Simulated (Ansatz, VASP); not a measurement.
# Cross-check of GaN between VASP and Ansatz, part 2 of 3

Wanted: the spread between two codes on one cell, functional and k mesh. The cell is taken from a series of runs on this material, whose earlier steps may have relaxed, scaled, displaced or heated it; both programs get it as it stands.

VASP 6.6.1 and Ansatz 0.2.0.

So far: Starting point; VASP: zone-centre phonons, LDA, pair 1.

## (3) Ansatz: zone-centre phonons, LDA, pair 1

Level of this step: Ansatz beside VASP: Kohn-Sham DFT, plane waves, LDA (Ansatz).

Ansatz runs on its PAW soft_1 files.

The same cell, functional (in two slightly different forms) and mesh now go to Ansatz, which takes its cutoff from its data sets.

The input, input.yaml:

```yaml
crystal:
  lattice:
    - [0.0, 2.1507265842, 2.1507265842]
    - [2.1507265842, 0.0, 2.1507265842]
    - [2.1507265842, 2.1507265842, 0.0]
  atoms:
    - { symbol: "N", position: [0.25, 0.25, 0.25] }
    - { symbol: Ga, position: [0.0, 0.0, 0.0] }
kpoints:
  mp_grid: { grid: [12, 12, 12] }
hamiltonian:
  xc: lda
  pseudopotentials: { kind: paw, azcp: { folder: soft_1 }, xc_functional: pbe }
scf:
  occupations: { method: fixed }
output:
  eigenvalues: true
phonons:
  method: dfpt
  dielectric: true
  rigid_motions: translations
```

Started as:

```console
$ ansatz run input.yaml --threads 4 --pin off --max-ram 10240MiB --backend cpu --events-out ev --progress --plain --runs-dir out
```

Numbers of over 12 decimals in the logs are rounded to 6 here.

Output:

```text
Engine: ansatz 0.2.0, x86_64-unknown-linux-gnu
Pseudopotentials: kind: paw
Pseudopotential: N, paw, valence charge 5, recommended cutoff 420 eV (normal), soft_1/N.paw.azcp
Pseudopotential: Ga, paw, valence charge 13, recommended cutoff 420 eV (normal), soft_1/Ga.paw.azcp
Functional definition: SPW92
  exchange = slater_x
  correlation = pw_c
Crystal: 2 atoms, lattice volume = 19.897 Å³
Basis set: ecut = 420 eV, 387 PW (Γ), exchange–correlation on 48×48×48 points (8 copies of the dense FFT grid, shifted against one another)
Bands: 13, of which v1, the nominal top of the filled ones, is band 9 counted from 1 (8 counted from 0)
Symmetry: 24 space group operations
k-points: 280 of 1728 (irreducible under 4 space group operations, time reversal used)
Non-local potential: N, projectors of the file, l = 0: 2, l = 1: 2, l = 2: 1
Non-local potential: Ga, projectors of the file, l = 0: 2, l = 1: 2, l = 2: 3, l = 3: 1
PAW form: soft (Blöchl's): semilocal exchange-correlation on the pseudo side does not see the compensation charge
PAW frozen core: N, regenerated for the run's functional, and the local potential with it (the file was generated under x = pbe(κ = 0.804, μ = 0.219515), c = pbe(β = 0.066725))
PAW frozen core: Ga, regenerated for the run's functional, and the local potential with it (the file was generated under x = pbe(κ = 0.804, μ = 0.219515), c = pbe(β = 0.066725))
PAW one-centre angular grid: N, 110 points (default); XC on 64 Gauss nodes
PAW one-centre angular grid: Ga, 590 points (default); XC on 64 Gauss nodes
Initial density: superposition of atomic densities (chi_scale 0.1, normalization cell, long waves kept (reshape's long-wave potential 0.00 eV rms))
Initial wavefunctions: pseudopotential atomic-orbital guess
Functional: x = slater, c = lda
SCF iter   1: F=—  HF=-4082.725713 eV  |F-HF|=—  |Δ(HF+E_count)|=         —  Δρ=1.23e-1  dr2=2.71e0  ethr=3.10e-3  ⟨swp⟩=4.1  Hψ=16340  notcnv=0  defer=344
preconditioner: auto → none  [insulator: Δε(μ)=3.641 eV  Ē_g=20.171 eV  n_scr=8 (ndim 8)  ℏωp=35.3 eV  f_vac=0.000  ε∞_Penn≈4.1]
SCF iter   2: F=—  HF=-4082.037324 eV  |F-HF|=—  |Δ(HF+E_count)|=   6.88e-1  Δρ=6.19e-2  dr2=4.44e-1  ethr=3.10e-3  ⟨swp⟩=2.3  Hψ=9560  notcnv=0  defer=80
SCF iter   3: F=—  HF=-4081.926706 eV  |F-HF|=—  |Δ(HF+E_count)|=   1.11e-1  Δρ=1.99e-2  dr2=3.55e-2  ethr=2.47e-3  ⟨swp⟩=2.0  Hψ=5219  notcnv=0  defer=558
SCF iter   4: F=—  HF=-4081.922626 eV  |F-HF|=—  |Δ(HF+E_count)|=   4.08e-3  Δρ=8.10e-3  dr2=5.70e-3  ethr=1.97e-4  ⟨swp⟩=2.0  Hψ=7054  notcnv=0  defer=558
SCF iter   5: F=—  HF=-4081.919533 eV  |F-HF|=—  |Δ(HF+E_count)|=   3.09e-3  Δρ=8.12e-4  dr2=3.61e-5  ethr=3.16e-5  ⟨swp⟩=2.0  Hψ=6684  notcnv=0  defer=558
SCF iter   6: F=—  HF=-4081.919525 eV  |F-HF|=—  |Δ(HF+E_count)|=   7.80e-6  Δρ=1.10e-4  dr2=8.97e-7  ethr=2.01e-7  ⟨swp⟩=2.0  Hψ=5320  notcnv=0  defer=49
SCF iter   7: F=—  HF=-4081.919525 eV  |F-HF|=—  |Δ(HF+E_count)|=   6.95e-8  Δρ=9.47e-6  dr2=6.98e-9  ethr=4.98e-9  ⟨swp⟩=2.0  Hψ=4364  notcnv=0
SCF iter   8: F=-4081.919525 eV  HF=-4081.919525 eV  |F-HF|=3.91e-11  |Δ(HF+E_count)|=  2.24e-10  Δρ=7.08e-7  dr2=5.53e-11  ethr=1.00e-12  ⟨swp⟩=5.2  Hψ=22821  notcnv=0
SCF 1 converged in 8 iterations: F = -4081.919525 eV  dr2 = 5.53e-11
  greatest PAW one-centre occupation: 0.996 electrons in one spin orbital (limit 2), on the Ga atom at site 1 (counted from 0), in its partial waves of l = 2
NSCF: frozen V_eff on 1 k-points
DFPT response loops at Γ: preconditioner auto → none (the input reference at scf.mixing.eps_inf says where Resta's filter doesn't serve); β = 0.50; Broyden in place of MSR1
── the response to a field inside a basis, on 12×12×12 k-points: an SCF that follows is theirs, and a resumed run solves both again ──
Bands: 10, of which v1, the nominal top of the filled ones, is band 9 counted from 1 (8 counted from 0)
k-points: 182 of 1728 (irreducible under 6 space group operations, time reversal used)
Initial density: handed on by an earlier stage of this run
Initial wavefunctions: pseudopotential atomic-orbital guess (no wavefunctions were taken with the density)
Eigensolver: Dense (182 Hₖ)
SCF iter   1: F=—  HF=-4081.921914 eV  |F-HF|=—  |Δ(HF+E_count)|=         —  Δρ=5.95e-4  dr2=1.16e-5  ethr=1.00e-1
preconditioner: auto → none  [insulator: Δε(μ)=2.839 eV  Ē_g=16.081 eV  n_scr=8 (ndim 8)  ℏωp=35.3 eV  f_vac=0.000  ε∞_Penn≈5.8]
SCF iter   2: F=—  HF=-4081.921912 eV  |F-HF|=—  |Δ(HF+E_count)|=   1.26e-6  Δρ=3.22e-4  dr2=5.26e-6  ethr=6.43e-8
SCF iter   3: F=—  HF=-4081.921913 eV  |F-HF|=—  |Δ(HF+E_count)|=   1.19e-6  Δρ=1.18e-4  dr2=2.12e-6  ethr=2.92e-8
SCF iter   4: F=-4081.921912 eV  HF=-4081.921912 eV  |F-HF|=1.41e-9  |Δ(HF+E_count)|=   1.05e-6  Δρ=1.36e-5  dr2=1.08e-8  ethr=1.18e-8
SCF 1 converged in 4 iterations: F = -4081.921912 eV  dr2 = 1.08e-8
DFPT response loops at Γ: mixed as the last ones told, above
SCF converged after 8 iterations
Free energy (F): -4081.919525 eV
Harris-Foulkes:  -4081.919525 eV  (|F-HF|=3.91e-11)
Internal energy: -4081.919525 eV  (E = F + TS)
E sigma→0 (E₀):  -4081.919525 eV
Fermi energy:    11.564616 eV
--- Per-component energies (eV) ---
  E_band       = 22.374981
  E_kinetic    = 246.612732
  E_local      = -1305.788291  (includes V_loc(G=0)·N_el)
  E_nonlocal   = -51.278967
  E_hartree    = 853.390946
  E_xc         = -123.580980
  E_vxc        = -133.653344  (∫ρ·V_xc dr)
  E_paw        = -2039.792412  (= ΣΔE_a)
  E_vpaw       = -440.299687  (= ΣTr[D̂ρ^β])
  E_aug_tail   = 0.000601  (compensation charges beyond the density's cutoff)
  E_ewald      = -1663.291680
  E_core_change = 1.808525  (= ΣΔE_core)
  E_smearing   = -0.000000  (= −TS)
  E_closure    = 0.000000  (closes the sum)
  Σ components = -4081.919525   (vs F -4081.919525, Δ=0.00e0)
--- Band table (eV; the first three rows and the last of 280) ---
  k-point 0: bands = [... 5 lower, -1.7815, 11.5646, 11.5646, 11.5646, 14.2099, 22.5752, 22.5752, 22.5752]
  k-point 1: bands = [... 5 lower, -1.7833, 10.7834, 11.4735, 11.4735, 14.7741, 22.2029, 22.7153, 22.7153]
  k-point 2: bands = [... 5 lower, -1.7847, 9.2163, 11.2355, 11.2355, 15.6990, 21.4995, 22.9879, 22.9879]
  k-point 279: bands = [... 5 lower, 0.5410, 5.2067, 7.1159, 7.1724, 17.9544, 21.2525, 22.8306, 23.0483]
--- Phonons (Γ-DFPT): 2 representative perturbations + reference, on 280 of 1728 k-points (Σ response iterations 6) ---
  k mesh reduced under 4 symmetry operations, with k and −k counted as one. Each operation leaves every solved perturbation unchanged. A smaller set is not considered because the run solves the response to a homogeneous field
  ASR residual: 3.652e-4 → 0.000e0 eV/Å²; symmetrization residual: 2.677e-6 eV/Å²
  ASR residual per site (eV/Å²): 3.65e-4 1.19e-4
  Γ frequencies (cm⁻¹): 0.00 0.00 0.00 644.96 644.96 644.96
  ε∞ (high-frequency dielectric tensor):
        5.310175     0.000000    -0.000000
        0.000000     5.310175     0.000000
       -0.000000     0.000000     5.310175
  ε⁰ (static dielectric tensor: ions relaxed, cell fixed):
        8.701866     0.000000    -0.000000
        0.000000     8.701866     0.000000
       -0.000000     0.000000     8.701866
  ε⁰ − ε∞ (ionic part):
        3.391691    -0.000000    -0.000000
       -0.000000     3.391691     0.000000
       -0.000000     0.000000     3.391691
  softest optical mode at Γ: 644.96 cm⁻¹; the repairs (sum rule, projections) moved no ω² at Γ by more than (2.72 cm⁻¹)²
  Born effective charges Z* (e; rows j = field, columns β = displacement):
    site 0:
        -2.57956   -0.00000    0.00000
         0.00000   -2.57956   -0.00000
         0.00000   -0.00000   -2.57956
    site 1:
         2.57956    0.00000   -0.00000
        -0.00000    2.57956    0.00000
        -0.00000    0.00000    2.57956
  Z* charge neutrality: 5.375e-4 e pre-enforcement
  solved inside a basis spanned on kpoints, on 12×12×12 k-points, its susceptibility summed on 16×16×16: ε∞ is read to err by 1.3e-2, Z* by 1.4e-2 e (field_mesh: kpoints solves on kpoints); Z* is corrected for what the basis lacks
  optical modes at Γ without the LO–TO term, one row a degenerate level:
      ω (cm⁻¹)  modes    IR ((D/Å)²/amu)
        644.96      3            39.4852
  optical modes at Γ + LO–TO along q̂ = [1.0000, 0.0000, 0.0000]:
      ω (cm⁻¹)  modes    IR ((D/Å)²/amu)
        644.96      2            26.3234
        825.63      1            13.1617
  optical modes at Γ + LO–TO along q̂ = [0.0000, 1.0000, 0.0000]:
      ω (cm⁻¹)  modes    IR ((D/Å)²/amu)
        644.96      2            26.3234
        825.63      1            13.1617
  optical modes at Γ + LO–TO along q̂ = [0.0000, 0.0000, 1.0000]:
      ω (cm⁻¹)  modes    IR ((D/Å)²/amu)
        644.96      2            26.3234
        825.63      1            13.1617
```

Reading the cycles: dr2 is the Hartree energy of the density residual (eV), the measure of convergence; HF is the Harris–Foulkes estimate of the energy, which meets the free energy F at convergence.

## (4) Comparison

Known differences besides the potentials themselves: the two LDA forms differ slightly; fixed occupations in Ansatz, narrow Gaussian smearing in VASP; VASP's response is taken on the typed mesh, Ansatz refines its own for the field response alone; the cutoff is 420 eV in Ansatz and 600 eV in VASP; VASP's log shows a relativistic correction to its local exchange, Ansatz's none; VASP's log repeats an internal error in its field response. Total energies have different zeros and are not compared.

Compared:

| quantity | Ansatz | VASP | difference |
| --- | --- | --- | --- |
| ε∞ xx | 5.31 | 5.26 | +1.03 % |
| ε∞ yy | 5.31 | 5.26 | +1.03 % |
| ε∞ zz | 5.31 | 5.26 | +1.03 % |
| Born charge of N1 (mean of the diagonal) (e) | -2.58 | -2.57 | -0.01 |
| Born charge of Ga2 (mean of the diagonal) (e) | 2.58 | 2.57 | +0.01 |
| optical mode 1 to 3 (cm⁻¹) | 645.0 | 649.8 | -0.74 % |

Modes are paired by rising frequency, not by their patterns, so a pair may set unlike modes beside each other; they are those without the splitting of longitudinal modes.

## (5) Ansatz: zone-centre phonons, LDA, pair 2

Second derivatives magnify differences that forces hide, and they need a tight electronic threshold. The cell compared in this pair holds 20.34 Å³, against 19.90 Å³ for the pair before.

The cell is taken from a series of runs on this material, whose earlier steps may have relaxed, scaled, displaced or heated it; both programs get it as it stands.

input.yaml, the sections that differ from step 3:

```yaml
crystal:
  lattice:
    - [0.0, 2.1665413183, 2.1665413183]
    - [2.1665413183, 0.0, 2.1665413183]
    - [2.1665413183, 2.1665413183, 0.0]
  atoms:
    - { symbol: "N", position: [0.25, 0.25, 0.25] }
    - { symbol: Ga, position: [0.0, 0.0, 0.0] }
# kpoints, hamiltonian, scf, output, phonons: as in step 3
```

Output:

```text
[...]
Crystal: 2 atoms, lattice volume = 20.339 Å³
Basis set: ecut = 420 eV, 411 PW (Γ), exchange–correlation on 48×48×48 points (8 copies of the dense FFT grid, shifted against one another)
Bands: 13, of which v1, the nominal top of the filled ones, is band 9 counted from 1 (8 counted from 0)
Symmetry: 24 space group operations
k-points: 280 of 1728 (irreducible under 4 space group operations, time reversal used)
[...]
optical modes at Γ + LO–TO along q̂ = [1.0000, 0.0000, 0.0000]:
      ω (cm⁻¹)  modes    IR ((D/Å)²/amu)
[...]
optical modes at Γ + LO–TO along q̂ = [0.0000, 1.0000, 0.0000]:
      ω (cm⁻¹)  modes    IR ((D/Å)²/amu)
        624.79      2            26.5445
        805.42      1            13.2723
  optical modes at Γ + LO–TO along q̂ = [0.0000, 0.0000, 1.0000]:
      ω (cm⁻¹)  modes    IR ((D/Å)²/amu)
        624.79      2            26.5445
        805.42      1            13.2723
[key lines of the parts left out:]
SCF converged after 8 iterations
Free energy (F): -4081.984253 eV
Fermi energy:    11.180238 eV
```

## (6) VASP: zone-centre phonons, LDA, pair 2

The same cell, functional (in two slightly different forms) and mesh now go to VASP, with its own data sets.

The input, INCAR:

```
SYSTEM = GaN
PREC = Accurate
ENCUT = 600
EDIFF = 1E-08
NELM = 120
ISMEAR = 0
SIGMA = 0.01
LREAL = .FALSE.
ALGO = Normal
GGA = CA
NBANDS = 15
LORBIT = 11
LWAVE = .FALSE.
LCHARG = .FALSE.
ISIF = 2
IBRION = 8
LEPSILON = .TRUE.
LASPH = .TRUE.
GGA_COMPAT = .FALSE.
EFERMI = MIDGAP
KPAR = 2
```

The input, POSCAR:

```
GaN
1.0
    0.0000000000      2.1665413183      2.1665413183
    2.1665413183      0.0000000000      2.1665413183
    2.1665413183      2.1665413183      0.0000000000
N Ga
1 1
Direct
    0.2500000000      0.2500000000      0.2500000000
    0.0000000000      0.0000000000      0.0000000000
```

The input, KPOINTS:

```
Automatic mesh
0
Gamma
12 12 12
0 0 0
```

The projector-augmented-wave data sets are N and Ga_d (LDA family, release 64).

Started as:

```console
$ mpirun -np 2 vasp_std
```

Output:

```text
[... set-up lines as in an earlier step ...]
 entering main loop
       N       E                     dE             d eps       ncg     rms          rms(c)
DAV:   1     0.866641478138E+02    0.86664E+02   -0.10336E+04  2440   0.245E+03
DAV:   2    -0.100695101565E+02   -0.96734E+02   -0.89885E+02  2511   0.364E+02
DAV:   3    -0.160215353733E+02   -0.59520E+01   -0.59235E+01  2447   0.755E+01
DAV:   4    -0.160903642059E+02   -0.68829E-01   -0.68806E-01  2709   0.833E+00
[...]
DAV:  12    -0.138248647287E+02   -0.10825E-05   -0.91826E-06  2524   0.356E-02    0.651E-03
DAV:  13    -0.138248647185E+02    0.10289E-07   -0.21614E-07  2800   0.925E-03    0.259E-03
DAV:  14    -0.138248647118E+02    0.66480E-08   -0.11442E-08  1900   0.114E-03
   1 F= -.13824865E+02 E0= -.13824865E+02  d E =0.000000E+00
 Linear response reoptimize wavefunctions to high precision
DAV:   1    -0.138248647117E+02    0.11687E-09   -0.21042E-09  1965   0.631E-04
DAV:   2    -0.138248647117E+02   -0.14097E-10   -0.32442E-10  1367   0.187E-04
 Linear response G [H, r] |phi>, progress :
  Direction:   1
[...]
RMM:  12    -0.231573728323E+00   -0.21365E-08    0.26657E-08 14946   0.456E-05    0.180E-07
 first order change of Fermi-energy  -0.60288E+00
 force on displaced ion       1 direction 1 : -17.009  -0.000  -0.000
 Born effective charge ion    1 direction 1 :  -2.584   0.000   0.000
 Linear response progress:
  Degree of freedom:   2/  2
       N       E                     dE             d eps       ncg     rms          rms(c)
RMM:   1    -0.163121669159E+00   -0.16312E+00    0.34874E-01 10601   0.975E+00
RMM:   2    -0.160889122798E+00    0.22325E-02   -0.39100E-02 16248   0.179E+00    0.618E-02
RMM:   3    -0.161212368899E+00   -0.32325E-03   -0.26028E-03 16514   0.413E-01    0.371E-02
RMM:   4    -0.160901241517E+00    0.31113E-03   -0.17805E-04 17326   0.114E-01    0.402E-03
[...]
RMM:   9    -0.160902499757E+00    0.44923E-07    0.75675E-07 17805   0.437E-04    0.990E-06
RMM:  10    -0.160902477642E+00    0.22115E-07    0.66101E-08 17774   0.192E-04    0.195E-06
RMM:  11    -0.160902478579E+00   -0.93646E-09    0.63423E-09 18144   0.978E-05    0.554E-07
 first order change of Fermi-energy   0.60319E+00
 force on displaced ion       2 direction 1 : -16.971   0.000   0.000
 Born effective charge ion    2 direction 1 :   2.583   0.000   0.000
 Born effective charges drift removed
 Linear response finished
```

From OUTCAR (step 6):

```text
  Total        2.7470323      2.7470323      2.7470323      0.0000000      0.0000000      0.0000000
  in kB      216.3931089    216.3931089    216.3931089      0.0000000      0.0000000      0.0000000
  external PRESSURE =     216.3931089 kB  Pullay stress =       0.0000000 kB

 POSITION                                       TOTAL-FORCE (eV/Angst)
 -----------------------------------------------------------------------------------
      1.08327      1.08327      1.08327         0.000000      0.000000      0.000000
      0.00000      0.00000      0.00000        -0.000000     -0.000000     -0.000000
 -----------------------------------------------------------------------------------
    total drift:                                0.000002      0.000002      0.000002

 MACROSCOPIC STATIC DIELECTRIC TENSOR (including local field effects in DFT)
 ------------------------------------------------------
           5.335015    -0.000000    -0.000000
           0.000000     5.335015     0.000000
           0.000000     0.000000     5.335015
 ------------------------------------------------------

 MACROSCOPIC STATIC DIELECTRIC TENSOR IONIC CONTRIBUTION
 ------------------------------------------------------
           3.494793    -0.000000    -0.000000
          -0.000000     3.494793     0.000000
          -0.000000     0.000000     3.494793
 ------------------------------------------------------

[... 1 part as in an earlier step ...]

[... 1 further part left out ...]
```

## (7) Differences

Compared:

| quantity | Ansatz | VASP | difference |
| --- | --- | --- | --- |
| ε∞ xx | 5.39 | 5.34 | +0.99 % |
| ε∞ yy | 5.39 | 5.34 | +0.99 % |
| ε∞ zz | 5.39 | 5.34 | +0.99 % |
| Born charge of N1 (mean of the diagonal) (e) | -2.59 | -2.58 | -0.01 |
| Born charge of Ga2 (mean of the diagonal) (e) | 2.59 | 2.58 | +0.01 |
| optical mode 1 to 3 (cm⁻¹) | 624.8 | 629.7 | -0.78 % |

Modes are paired by rising frequency, not by their patterns, so a pair may set unlike modes beside each other; they are those without the splitting of longitudinal modes.

## (8) Ansatz: zone-centre phonons, LDA, pair 3

Second derivatives magnify differences that forces hide, and they need a tight electronic threshold. The cell compared in this pair holds 20.78 Å³, against 20.34 Å³ for the pair before.

The cell is taken from a series of runs on this material, whose earlier steps may have relaxed, scaled, displaced or heated it; both programs get it as it stands.

input.yaml, the sections that differ from step 5:

```yaml
crystal:
  lattice:
    - [0.0, 2.1821284824, 2.1821284824]
    - [2.1821284824, 0.0, 2.1821284824]
    - [2.1821284824, 2.1821284824, 0.0]
  atoms:
    - { symbol: "N", position: [0.25, 0.25, 0.25] }
    - { symbol: Ga, position: [0.0, 0.0, 0.0] }
# kpoints, hamiltonian, scf, output, phonons: as in step 5
```

Started as:

```console
$ ansatz run input.yaml --threads 4 --pin off --max-ram 10240MiB --backend cpu --events-out ev --progress --plain --runs-dir out
```

Output:

```text
[...]
Crystal: 2 atoms, lattice volume = 20.781 Å³
Basis set: ecut = 420 eV, 411 PW (Γ), exchange–correlation on 48×48×48 points (8 copies of the dense FFT grid, shifted against one another)
Bands: 13, of which v1, the nominal top of the filled ones, is band 9 counted from 1 (8 counted from 0)
Symmetry: 24 space group operations
k-points: 280 of 1728 (irreducible under 4 space group operations, time reversal used)
[...]
optical modes at Γ + LO–TO along q̂ = [1.0000, 0.0000, 0.0000]:
      ω (cm⁻¹)  modes    IR ((D/Å)²/amu)
[...]
optical modes at Γ + LO–TO along q̂ = [0.0000, 1.0000, 0.0000]:
      ω (cm⁻¹)  modes    IR ((D/Å)²/amu)
        605.53      2            26.7632
        785.95      1            13.3816
  optical modes at Γ + LO–TO along q̂ = [0.0000, 0.0000, 1.0000]:
      ω (cm⁻¹)  modes    IR ((D/Å)²/amu)
        605.53      2            26.7632
        785.95      1            13.3816
[key lines of the parts left out:]
SCF converged after 8 iterations
Free energy (F): -4082.031725 eV
Fermi energy:    10.813568 eV
```

[end of part 2 of 3]

[Lines on the potential files, build, host, timing and source positions are cut from VASP's logs without a mark.]

[Logs are printed without paths, hosts, clocks, repeated set-up lines and the standing remarks that a program may print on its own settings, such as how far it seeks lower states.]

[Hosts, paths, dates, database ids (printed as entryN), source tags and the programs' standing remarks are cut or masked in the printed files.]
